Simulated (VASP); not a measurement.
# Ca2TeS with PBE: from relaxation to properties

Aim: relax Ca2TeS, then compute properties on the relaxed cell. The steps: rough relaxation of the start cell, full relaxation (PBE), single point with fields (PBE), bands along the symmetry lines (PBE), total and projected DOS (PBE), field gradients at the nuclei (PBE) and bands along the symmetry lines (HSE06). The cell is invented: it takes the structure of COD entry 9000108, CdS (space group 216 there), with some of its atoms replaced by other elements, volume scaled by an estimate. It may not be a known or stable phase.

Method: PBE; plane waves and PAW (Te, Ca_sv, S), in VASP 6.6.1.

**1. Set-up**

Before any relaxation, the start is as follows. It takes space group R3m (No. 160, trigonal). The conventional cell has a = 4.268 Å, b = 4.268 Å, c = 20.911 Å, α = 90.00°, β = 90.00°, γ = 120.00°. Te has 4 Ca at 2.61 Å nearest. Ca has 3 S at 2.61 Å and 1 Te at 2.61 Å nearest. Nearest to Ca lie 3 Te at 2.61 Å and 1 S at 2.61 Å. Nearest to S lie 4 Ca at 2.61 Å. It derives from CdS. it takes the structure of COD entry 9000108, CdS (space group 216 there), with some of its atoms replaced by other elements, volume scaled by an estimate. Farther neighbours and most contacts between anions are not listed.

Coordinates:

```cif
data_structure
_symmetry_space_group_name_H-M 'R3m:H'
_symmetry_Int_Tables_number 160
_cell_length_a 4.2683
_cell_length_b 4.2683
_cell_length_c 20.9105
_cell_angle_alpha 90.000
_cell_angle_beta 90.000
_cell_angle_gamma 120.000
_cell_volume 329.92
loop_
_atom_site_label
_atom_site_type_symbol
_atom_site_symmetry_multiplicity
_atom_site_Wyckoff_symbol
_atom_site_fract_x
_atom_site_fract_y
_atom_site_fract_z
_atom_site_occupancy
Te1 Te 3 a 0.33333 0.66667 0.29167 1
Ca1 Ca 3 a 0.33333 0.66667 0.16667 1
Ca2 Ca 3 a 0.00000 0.00000 0.00000 1
S1 S 3 a 0.00000 0.00000 0.12500 1
```

**2. Rough relaxation of the start cell**

The start is only an estimate, so a cheap relaxation brings it near a minimum before any careful run. PBE, the usual starting point, adds the gradient of the density.

The input, INCAR:

```
SYSTEM = Ca2TeS
PREC = Normal
ENCUT = 400
EDIFF = 1E-05
NELM = 60
ISMEAR = 0
SIGMA = 0.05
LREAL = .FALSE.
ALGO = Fast
GGA = PE
NBANDS = 22
LORBIT = 11
LWAVE = .FALSE.
LCHARG = .FALSE.
KPAR = 2
IBRION = 2
NSW = 40
ISIF = 3
EDIFFG = -0.04
```

The input, POSCAR:

```
Ca2TeS
1.0
    2.1341690000      1.2321630000      6.9701670000
   -2.1341690000      1.2321630000      6.9701670000
    0.0000000000     -2.4643260000      6.9701670000
Te Ca S
1 2 1
Direct
    0.6250000000      0.6250000000      0.6250000000
    0.5000000000      0.5000000000      0.5000000000
    0.0000000000      0.0000000000      0.0000000000
    0.1250000000      0.1250000000      0.1250000000
```

The input, KPOINTS:

```
Automatic mesh
0
Gamma
5 5 5
0 0 0
```

Potentials, in the order of the species: Te, Ca_sv and S (PBE family, release 64).

On the command line:

```
$ mpirun -np 2 vasp_std
```

Output:

```text
[banner, memory and clock lines left out]
running    2 mpi-ranks, on    1 nodes
 distrk:  each k-point on    1 cores,    2 groups
 distr:  one band on    1 cores,    1 groups

 POSCAR found type information on POSCAR TeCaS
 POSCAR found :  3 types and       4 ions
 LDA part: xc-table for (Slater+PW92), standard interpolation
 POSCAR, INCAR and KPOINTS ok, starting setup
 FFT: planning ... GRIDC
 FFT: planning ... GRID_SOFT
 FFT: planning ... GRID
 WAVECAR not read
 entering main loop
       N       E                     dE             d eps       ncg     rms          rms(c)
DAV:   1     0.237677810390E+03    0.23768E+03   -0.13210E+04   844   0.110E+03
DAV:   2     0.485559550498E-01   -0.23763E+03   -0.22702E+03  1006   0.313E+02
DAV:   3    -0.152208355381E+02   -0.15269E+02   -0.15135E+02  1378   0.688E+01
DAV:   4    -0.162031378871E+02   -0.98230E+00   -0.98064E+00  1296   0.145E+01
DAV:   5    -0.162225904356E+02   -0.19453E-01   -0.19451E-01  1180   0.180E+00    0.675E+00
RMM:   6    -0.153341653549E+02    0.88843E+00   -0.13172E+00   839   0.464E+00    0.455E+00
RMM:   7    -0.152286204848E+02    0.10554E+00   -0.13666E+00   949   0.494E+00    0.249E+00
RMM:   8    -0.152547034371E+02   -0.26083E-01   -0.40091E-01   911   0.303E+00    0.110E+00
RMM:   9    -0.152275429181E+02    0.27161E-01   -0.87476E-02   951   0.151E+00    0.371E-01
RMM:  10    -0.152313272034E+02   -0.37843E-02   -0.41327E-02  1076   0.788E-01    0.291E-01
RMM:  11    -0.152325089273E+02   -0.11817E-02   -0.12116E-02  1108   0.391E-01    0.243E-01
RMM:  12    -0.152346575410E+02   -0.21486E-02   -0.69469E-03  1076   0.381E-01    0.385E-01
RMM:  13    -0.152341984574E+02    0.45908E-03   -0.23212E-03  1105   0.198E-01    0.311E-01
RMM:  14    -0.152342330581E+02   -0.34601E-04   -0.13419E-03   978   0.108E-01    0.283E-01
RMM:  15    -0.152343391449E+02   -0.10609E-03   -0.32668E-04   881   0.604E-02    0.305E-01
RMM:  16    -0.152340726550E+02    0.26649E-03   -0.34030E-04   886   0.623E-02    0.221E-01
RMM:  17    -0.152338932527E+02    0.17940E-03   -0.35628E-04   920   0.640E-02    0.140E-01
RMM:  18    -0.152338456365E+02    0.47616E-04   -0.13390E-04   813   0.394E-02    0.107E-01
RMM:  19    -0.152338056907E+02    0.39946E-04   -0.11506E-04   859   0.380E-02    0.777E-02
RMM:  20    -0.152337749612E+02    0.30729E-04   -0.99898E-05   835   0.378E-02    0.463E-02
RMM:  21    -0.152337664059E+02    0.85552E-05   -0.60519E-05   755   0.290E-02
   1 F= -.15233766E+02 E0= -.15233766E+02  d E =-.152338E+02
 curvature:   0.00 expect dE= 0.000E+00 dE for cont linesearch  0.000E+00
 trial: gam= 0.00000 g(F)=  0.636E+00 g(S)=  0.636E+01 ort = 0.000E+00 (trialstep = 0.100E+01)
 search vector abs. value=  0.700E+01
 bond charge predicted
       N       E                     dE             d eps       ncg     rms          rms(c)
DAV:   1    -0.402597661969E+02   -0.25026E+02   -0.10247E+03   974   0.291E+02    0.260E+01
RMM:   2    -0.229643111056E+02    0.17295E+02   -0.63403E+01   919   0.569E+01    0.132E+01
RMM:   3    -0.166652043347E+02    0.62991E+01   -0.36285E+01   903   0.389E+01    0.267E+00
RMM:   4    -0.172245491121E+02   -0.55934E+00   -0.66176E+00  1093   0.124E+01    0.332E+00
RMM:   5    -0.173256706498E+02   -0.10112E+00   -0.19350E+00  1208   0.618E+00    0.312E+00
RMM:   6    -0.173287752537E+02   -0.31046E-02   -0.89996E-01  1243   0.333E+00    0.225E+00
RMM:   7    -0.172438776023E+02    0.84898E-01   -0.33080E-01  1159   0.294E+00    0.677E-01
RMM:   8    -0.172548233000E+02   -0.10946E-01   -0.14852E-01  1243   0.190E+00    0.802E-01
RMM:   9    -0.172604953298E+02   -0.56720E-02   -0.61003E-02  1261   0.113E+00    0.315E-01
RMM:  10    -0.172639065746E+02   -0.34112E-02   -0.41696E-02  1265   0.849E-01    0.308E-01
RMM:  11    -0.172657904607E+02   -0.18839E-02   -0.21834E-02  1241   0.736E-01    0.291E-01
RMM:  12    -0.172671731017E+02   -0.13826E-02   -0.11378E-02  1305   0.459E-01    0.314E-01
RMM:  13    -0.172672215890E+02   -0.48487E-04   -0.66948E-03  1273   0.334E-01    0.804E-02
RMM:  14    -0.172675898893E+02   -0.36830E-03   -0.43435E-03  1225   0.255E-01    0.767E-02
RMM:  15    -0.172677799931E+02   -0.19010E-03   -0.19809E-03  1169   0.183E-01    0.496E-02
RMM:  16    -0.172679058229E+02   -0.12583E-03   -0.11850E-03  1147   0.133E-01    0.643E-02
RMM:  17    -0.172679632114E+02   -0.57389E-04   -0.58255E-04  1107   0.965E-02    0.580E-02
RMM:  18    -0.172679814713E+02   -0.18260E-04   -0.33157E-04  1087   0.747E-02    0.386E-02
WARNING in EDDRMM: call to ZHEGV failed, returncode =   6  3      8
RMM:  19    -0.172680051358E+02   -0.23664E-04   -0.16080E-04   998   0.579E-02    0.203E-02
RMM:  20    -0.172680155439E+02   -0.10408E-04   -0.85905E-05   834   0.441E-02    0.139E-02
RMM:  21    -0.172680210570E+02   -0.55130E-05   -0.57198E-05   841   0.363E-02
   2 F= -.17268021E+02 E0= -.17268021E+02  d E =-.203425E+01
[... from here on, the cycles between the ionic steps are left out ...]
   3 F= -.17448998E+02 E0= -.17448998E+02  d E =-.221523E+01
   4 F= -.17449485E+02 E0= -.17449485E+02  d E =-.221572E+01
   5 F= -.17491454E+02 E0= -.17491454E+02  d E =-.419694E-01
   6 F= -.17530479E+02 E0= -.17530479E+02  d E =-.809941E-01
   7 F= -.17531214E+02 E0= -.17531214E+02  d E =-.817298E-01
   8 F= -.17541593E+02 E0= -.17541593E+02  d E =-.103788E-01
   9 F= -.17541922E+02 E0= -.17541922E+02  d E =-.107077E-01
  10 F= -.17543839E+02 E0= -.17543839E+02  d E =-.191672E-02
  11 F= -.17544341E+02 E0= -.17544341E+02  d E =-.241850E-02
  12 F= -.17544528E+02 E0= -.17544528E+02  d E =-.260576E-02
 curvature:  -1.58 expect dE=-0.148E-02 dE for cont linesearch -0.384E-05
 trial: gam= 0.52142 g(F)=  0.352E-03 g(S)=  0.584E-03 ort =-0.726E-04 (trialstep = 0.173E+01)
 search vector abs. value=  0.145E-02
 bond charge predicted
       N       E                     dE             d eps       ncg     rms          rms(c)
DAV:   1    -0.175484580500E+02   -0.39311E-02   -0.34513E-01   836   0.457E+00    0.411E-01
RMM:   2    -0.175457858055E+02    0.26722E-02   -0.13652E-02   909   0.944E-01    0.181E-01
RMM:   3    -0.175450799517E+02    0.70585E-03   -0.46639E-03   899   0.497E-01    0.612E-02
RMM:   4    -0.175451319136E+02   -0.51962E-04   -0.78432E-04  1036   0.206E-01    0.726E-02
RMM:   5    -0.175451503523E+02   -0.18439E-04   -0.18960E-04  1041   0.777E-02    0.818E-02
RMM:   6    -0.175451646645E+02   -0.14312E-04   -0.83377E-05   901   0.521E-02    0.101E-01
RMM:   7    -0.175452590574E+02   -0.94393E-04   -0.17958E-04   979   0.847E-02    0.200E-01
RMM:   8    -0.175455512868E+02   -0.29223E-03   -0.67260E-04  1211   0.150E-01    0.366E-01
RMM:   9    -0.175452899395E+02    0.26135E-03   -0.24704E-04   957   0.104E-01    0.240E-01
RMM:  10    -0.175452455924E+02    0.44347E-04   -0.56013E-05   851   0.457E-02    0.194E-01
RMM:  11    -0.175452281316E+02    0.17461E-04   -0.12686E-05   568   0.231E-02    0.176E-01
RMM:  12    -0.175452015051E+02    0.26626E-04   -0.20733E-05   630   0.263E-02    0.146E-01
RMM:  13    -0.175451514664E+02    0.50039E-04   -0.91867E-05   905   0.586E-02    0.685E-02
RMM:  14    -0.175451477366E+02    0.37298E-05   -0.89838E-06   544   0.192E-02
  13 F= -.17545148E+02 E0= -.17545148E+02  d E =-.619929E-03
 trial-energy change:   -0.000620  1 .order   -0.000422   -0.001550    0.000707
 step:   1.3421(harm=  1.1850)  dis= 0.00562  next Energy=   -17.545224 (dE=-0.696E-03)
 reached required accuracy - stopping structural energy minimisation
```

Wall time 2.2 min (2 MPI ranks of Intel Xeon Platinum 8488C (Sapphire Rapids), shared host); peak memory 0.46 GiB.

The logs omit lines about the potential files and the build; timing stands in the text.

OUTCAR, selected parts (step 2):

```text
ion  position               nearest neighbor table
   1  0.625  0.625  0.625-   3 2.61   3 2.61   3 2.61   2 2.61
   2  0.500  0.500  0.500-   4 2.61   4 2.61   4 2.61   1 2.61
   3  0.000  0.000  0.000-   1 2.61   1 2.61   1 2.61   4 2.61
   4  0.125  0.125  0.125-   2 2.61   2 2.61   2 2.61   3 2.61

  LATTYP: Found a trigonal (rhomboedric) cell.
 ALAT       =     7.3929784923
 COS(alpha) =     0.8333333429

 Subroutine GETGRP returns: Found  6 space group operations
 (whereof  6 operations were pure point group operations)

The static configuration has the point symmetry C_3v.

 Found     19 irreducible k-points:

   k-points           NKPTS =     19   k-points in BZ     NKDIM =     19   number of bands    NBANDS=     22

   dimension x,y,z NGX =    36 NGY =   36 NGZ =   36
   dimension x,y,z NGXF=    72 NGYF=   72 NGZF=   72

   ENCUT  =  400.0 eV  29.40 Ry    5.42 a.u.  12.06 12.06 12.06*2*pi/ulx,y,z

   NELECT =      32.0000    total number of electrons

 k-points in reciprocal lattice and weights: Automatic mesh
   0.00000000  0.00000000  0.00000000       0.008
   0.20000000  0.00000000 -0.00000000       0.048
   0.40000000  0.00000000  0.00000000       0.048
   0.20000000  0.20000000 -0.00000000       0.048
   0.40000000  0.20000000 -0.00000000       0.096
  -0.40000000  0.20000000  0.00000000       0.096
  -0.20000000  0.20000000  0.00000000       0.048
   0.40000000  0.40000000  0.00000000       0.048
  -0.40000000  0.40000000  0.00000000       0.048
[...]
0.40000000  0.40000000  0.40000000       0.016
  -0.40000000  0.40000000  0.40000000       0.048

 average (electrostatic) potential at core
       1 -91.0565       2 -48.0123       3 -47.5537       4 -88.6143

 E-fermi :   1.3220

 k-point     1 :       0.0000    0.0000    0.0000
  band No.  band energies     occupation
    ...
     12      -0.2430      2.00000
     13      -0.2430      2.00000
     14       0.2444      2.00000
     15       1.0613      2.00000
     16       1.0613      2.00000
     17       3.4437      0.00000
     18       5.2991      0.00000
     19       5.5249      0.00000
     20       5.5249      0.00000
     21       5.5951      0.00000
    ...

 k-point     2 :       0.2000    0.0000   -0.0000
  band No.  band energies     occupation
    ...
     12      -0.5432      2.00000
     13      -0.2126      2.00000
     14       0.2643      2.00000
     15       0.4463      2.00000
     16       1.0083      2.00000
     17       4.0625      0.00000
     18       4.9058      0.00000
     19       5.0935      0.00000
     20       5.3824      0.00000
     21       5.5989      0.00000
    ...

 k-point     3 :       0.4000    0.0000    0.0000
  band No.  band energies     occupation
    ...
     12      -0.3771      2.00000
     13      -0.2853      2.00000
     14      -0.1647      2.00000
     15       0.2819      2.00000
     16       0.9197      2.00000
     17       4.0602      0.00000
     18       4.5225      0.00000
     19       5.0725      0.00000
     20       5.4693      0.00000
     21       5.6258      0.00000
    ...

  Total       -0.1352704     -0.1352704     -0.0282967      0.0000000      0.0000000      0.0000000
  in kB       -1.4496912     -1.4496910     -0.3032549      0.0000000      0.0000000      0.0000000
  external PRESSURE =      -1.0675457 kB  Pullay stress =       0.0000000 kB

  energy-cutoff  :      400.00
  volume of cell :      149.50
      direct lattice vectors                 reciprocal lattice vectors
     2.346165948  1.354559482  7.840248199     0.213113655  0.123041231  0.042515661
    -2.346165948  1.354559482  7.840248199    -0.213113655  0.123041231  0.042515661
    -0.000000000 -2.709118963  7.840248199     0.000000000 -0.246082463  0.042515661

 POSITION                                       TOTAL-FORCE (eV/Angst)
 -----------------------------------------------------------------------------------
     -0.00000      0.00000     14.61951        -0.000000     -0.000000      0.037217
     -0.00000      0.00000     11.56295        -0.000000      0.000000      0.015422
     -0.00000      0.00000      0.24495         0.000000      0.000000     -0.012714
     -0.00000      0.00000      2.97352         0.000000      0.000000     -0.039924
 -----------------------------------------------------------------------------------
    total drift:                               -0.000000     -0.000000     -0.006594

  FREE ENERGIE OF THE ION-ELECTRON SYSTEM (eV)
  ---------------------------------------------------
  free  energy   TOTEN  =       -17.5451477366 eV

  energy  without entropy=      -17.5451477366  energy(sigma->0) =      -17.54514774

 reached required accuracy - stopping structural energy minimisation

 total charge
# of ion       s       p       d       tot
------------------------------------------
    1        1.338   2.173   0.004   3.515
    2        2.036   5.843   0.214   8.094
    3        2.047   5.850   0.248   8.144
    4        1.315   2.446   0.000   3.761
--------------------------------------------------
tot          6.736  16.312   0.466  23.514

[... 3 further parts left out ...]
```

CONTCAR:

```
Ca2TeS
   1.00000000000000
     2.3461659476218371    1.3545594815641413    7.8402481988950967
    -2.3461659476218371    1.3545594815641413    7.8402481988950967
    -0.0000000000000000   -2.7091189631282826    7.8402481988950967
  Te              Ca              S
     1     2     1
Direct
     0.6215580761679259    0.6215580761679259    0.6215580761679259
     0.4916064041391706    0.4916064041391706    0.4916064041391706
     0.0104143928066087    0.0104143928066087    0.0104143928066087
     0.1264211268862949    0.1264211268862949    0.1264211268862949
```

The gap is read on the k-mesh alone, so it is an upper bound where the band edges lie off the mesh. This relaxation is a rough one on cheap settings, only to bring the start near its minimum. After so large a change of volume the plane waves of the start cell no longer fit, so the final stress carries a basis-set error. The run keeps the 6 symmetry operations of its start, so it cannot find a distortion of lower symmetry.

Step by step:

```
step  energy less that of the first step (eV)  largest force (eV/Å)  pressure (GPa)  volume (Å³)
   1                                   0.0000                2.5870           19.32       109.97
   2                                  -2.0343                0.4355           -3.12       171.62
   3                                  -2.2152                0.7909           -0.19       152.63
   4                                  -2.2157                0.7663           -0.45       153.58
   5                                  -2.2577                0.5414           -0.26       152.30
   6                                  -2.2967                0.2989            0.24       149.15
   7                                  -2.2974                0.2572            0.17       149.57
   8                                  -2.3078                0.1318           -0.07       150.24
   9                                  -2.3082                0.1356           -0.12       150.37
  10                                  -2.3101                0.0903           -0.03       149.63
  11                                  -2.3106                0.0473            0.18       148.49
  12                                  -2.3108                0.0582            0.14       148.79
  13                                  -2.3114                0.0399           -0.11       149.50
```

```csv
cell as run,before,after,change
a (Å),7.393,8.295,+12.2 %
b (Å),7.393,8.295,+12.2 %
c (Å),7.393,8.295,+12.2 %
α (°),33.56,32.86,-2.1 %
β (°),33.56,32.86,-2.1 %
γ (°),33.56,32.86,-2.1 %
volume (Å³/atom),27.49,37.37,+35.9 %
```

The atoms that moved most (Å, as changes of fractional coordinates times the final cell):

| atom | dx | dy | dz | length |
| --- | --- | --- | --- | --- |
| Ca3 | 0.000 | 0.000 | 0.245 | 0.245 |
| Ca2 | 0.000 | 0.000 | -0.197 | 0.197 |
| Te1 | 0.000 | 0.000 | -0.081 | 0.081 |
| S4 | 0.000 | 0.000 | 0.033 | 0.033 |

The relaxed structure:

```xyz
4
Lattice="2.3462 1.3546 7.8402 -2.3462 1.3546 7.8402 0.0000 -2.7091 7.8402" Properties=species:S:1:pos:R:3 pbc="T T T"
Te    0.0000    0.0000   14.6195
Ca    0.0000    0.0000   11.5629
Ca    0.0000    0.0000    0.2450
S     0.0000    0.0000    2.9735
```

Numbers from this step:

| Quantity | Value |
| --- | --- |
| electrons | 32 |
| bands | 22 |
| irreducible k-points | 19 |
| symmetry operations | 6 |
| free energy (TOTEN) | -17.55 eV |
| Fermi energy | 1.322 eV |
| pressure | -0.1068 GPa |
| metallic | no |
| valence top at k | 0.4, 0.4, 0.4 |
| conduction bottom at k | 0, 0, 0 |
| least direct gap at k | 0, 0, 0 |
| SCF cycles over all ionic steps | 145 |
| gap on the k-mesh | 2.374 eV |
| least direct gap on the k-mesh | 2.382 eV |

It ends with a largest force of 0.040 eV/Å and a pressure of -0.11 GPa.

(Part 1 of 4 ends here.)

[Lines on the potential files, build, host, timing and source positions are cut from VASP's logs without a mark.]

[Logs are printed without paths, hosts, clocks, repeated set-up lines and the standing remarks that a program may print on its own settings, such as how far it seeks lower states.]

[Hosts, paths, dates, database ids (printed as entryN), source tags and the programs' standing remarks are cut or masked in the printed files.]

[A measured line is paired with the nearest computed mode of its activity, which favours agreement.]
